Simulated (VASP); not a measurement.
Level of theory: PBE GGA, VASP's PBE PAW potentials (set 64) (plane waves; VASP).

VASP input:

### INCAR
```
! general
SYSTEM  = K4BrCl3
PREC    = Accurate
ENCUT   = 400
LREAL   = .FALSE.
LASPH   = .TRUE.
ICHARG  = 11

! electronic loop
EDIFF   = 1E-6
NELM    = 100
ALGO    = Normal
LMAXMIX = 4

! smearing
ISMEAR  = 0
SIGMA   = 0.05

! functional
GGA     = PE

! output
LWAVE   = .FALSE.
LCHARG  = .FALSE.
```

**POSCAR**
```
K4BrCl3
1.0
  6.4851158367   0.0000000000   0.0000000000
  0.0000000000   6.4851158367   0.0000000000
  0.0000000000   0.0000000000   6.4851158367
K Cl Br
4 3 1
Cart
  0.0000000000   0.0000000000   0.0000000000
  3.2425579184   3.2425579184   0.0000000000
  3.2425579184   0.0000000000   3.2425579184
  0.0000000000   3.2425579184   3.2425579184
  3.2425579184   3.2425579184   3.2425579184
  0.0000000000   0.0000000000   3.2425579184
  0.0000000000   3.2425579184   0.0000000000
  3.2425579184   0.0000000000   0.0000000000
```

### KPOINTS
```
k-points along high-symmetry lines
15
Line-mode
Reciprocal
  0.000000   0.000000   0.000000 ! GAMMA
  0.000000   0.500000   0.000000 ! X

  0.000000   0.500000   0.000000 ! X
  0.500000   0.500000   0.000000 ! M

  0.500000   0.500000   0.000000 ! M
  0.000000   0.000000   0.000000 ! GAMMA

  0.000000   0.000000   0.000000 ! GAMMA
  0.500000   0.500000   0.500000 ! R

  0.500000   0.500000   0.500000 ! R
  0.000000   0.500000   0.000000 ! X

  0.500000   0.500000   0.500000 ! R
  0.500000   0.500000   0.000000 ! M
```

POTCAR, in this order: K_sv Cl Br (PBE.64 set). Program: vasp_std. Read from the step before: CHGCAR.

The run wrote:

OUTCAR:
```
 ion  position               nearest neighbor table
   1  0.000  0.000  0.000-   8 3.24   8 3.24
   2  0.500  0.500  0.000-   8 3.24   8 3.24
   3  0.500  0.000  0.500-   8 3.24   8 3.24
   4  0.000  0.500  0.500-
   5  0.500  0.500  0.500-
   6  0.000  0.000  0.500-
   7  0.000  0.500  0.000-
   8  0.500  0.000  0.000-   1 3.24   2 3.24   3 3.24   3 3.24   2 3.24   1 3.24
  LATTYP: Found a simple cubic cell.
 ALAT       =     6.4851158367
 Subroutine PRICEL returns:
 Original cell was already a primitive cell.
 Subroutine GETGRP returns: Found 48 space group operations
The static configuration has the point symmetry D_4h.
 The point group associated with its full space group is O_h .
The dynamic configuration has the point symmetry D_4h.
 Subroutine INISYM returns: Found 48 space group operations
   k-points           NKPTS =     90   k-points in BZ     NKDIM =     90   number of bands    NBANDS=     38
   number of dos      NEDOS =    301   number of ions     NIONS =      8
   total plane-waves  NPLWV =  74088
   dimension x,y,z NGX =    42 NGY =   42 NGZ =   42
   dimension x,y,z NGXF=    84 NGYF=   84 NGZF=   84
   ions per type =               4   3   1
   PREC   = accura    normal or accurate (medium, high low for compatibility)
...
```

OSZICAR:
```
       N       E                     dE             d eps       ncg     rms          rms(c)
DAV:   1     0.450543666091E+03    0.45054E+03   -0.25278E+04  6840   0.121E+03
DAV:   2     0.132774948391E+02   -0.43727E+03   -0.42686E+03  8860   0.333E+02
DAV:   3    -0.252262448123E+02   -0.38504E+02   -0.38398E+02  9392   0.873E+01
DAV:   4    -0.264462535839E+02   -0.12200E+01   -0.12174E+01  9576   0.166E+01
DAV:   5    -0.265333998818E+02   -0.87146E-01   -0.87133E-01 10988   0.299E+00
DAV:   6    -0.265342688204E+02   -0.86894E-03   -0.86887E-03  9810   0.385E-01
DAV:   7    -0.265343027307E+02   -0.33910E-04   -0.33909E-04  9740   0.676E-02
DAV:   8    -0.265343042456E+02   -0.15149E-05   -0.15149E-05  8906   0.126E-02
DAV:   9    -0.265343043032E+02   -0.57638E-07   -0.57636E-07  5388   0.285E-03
   1 F= -.26534304E+02 E0= -.26534304E+02  d E =-.511045E-14
```

**OUTCAR**
```
 val. band max:       -1.9902176754   @ k =   0.0000   0.0000   0.0000

 cond. band min:       2.7996498194   @ k =   0.0000   0.0000   0.0000



 k-point     1 :       0.0000    0.0000    0.0000
  band No.  band energies     occupation
      1     -29.5021      2.00000
      2     -29.4937      2.00000
      3     -29.4931      2.00000
      4     -29.4931      2.00000
      5     -14.1319      2.00000
      6     -14.0477      2.00000
      7     -14.0211      2.00000
      8     -14.0211      2.00000
      9     -13.0714      2.00000
     10     -13.0714      2.00000
     11     -13.0714      2.00000
     12     -13.0132      2.00000
     13     -13.0132      2.00000
     14     -13.0132      2.00000
     15     -12.9978      2.00000
     16     -12.9978      2.00000
     17     -12.9978      2.00000
     18     -12.9637      2.00000
     19     -12.9637      2.00000
     20     -12.9637      2.00000
     21      -2.6742      2.00000
     22      -2.6742      2.00000
     23      -2.6742      2.00000
     24      -2.2796      2.00000
     25      -2.2796      2.00000
     26      -2.2796      2.00000
     27      -2.2241      2.00000
     28      -2.2241      2.00000
     29      -2.2241      2.00000
     30      -1.9902      2.00000
     31      -1.9902      2.00000
     32      -1.9902      2.00000
     33       2.7996      0.00000
     34       4.3650      0.00000
     35       4.3650      0.00000
     36       4.3650      0.00000
     37       5.7371      0.00000
     38       5.7486      0.00000

 k-point     2 :       0.0000    0.0357    0.0000
  band No.  band energies     occupation
      1     -29.5021      2.00000
      2     -29.4937      2.00000
      3     -29.4931      2.00000
      4     -29.4931      2.00000
      5     -14.1329      2.00000
      6     -14.0491      2.00000
      7     -14.0225      2.00000
      8     -14.0223      2.00000
      9     -13.0712      2.00000
     10     -13.0712      2.00000
     11     -13.0692      2.00000
...
```

The density is held fixed in this step, so its total energy and stress have no physical meaning.

The structure was generated: K4BrCl3 was put into an ordered model structure (Pm-3m), which need not be its known phase. It was relaxed first, which changed the volume by +6 %.
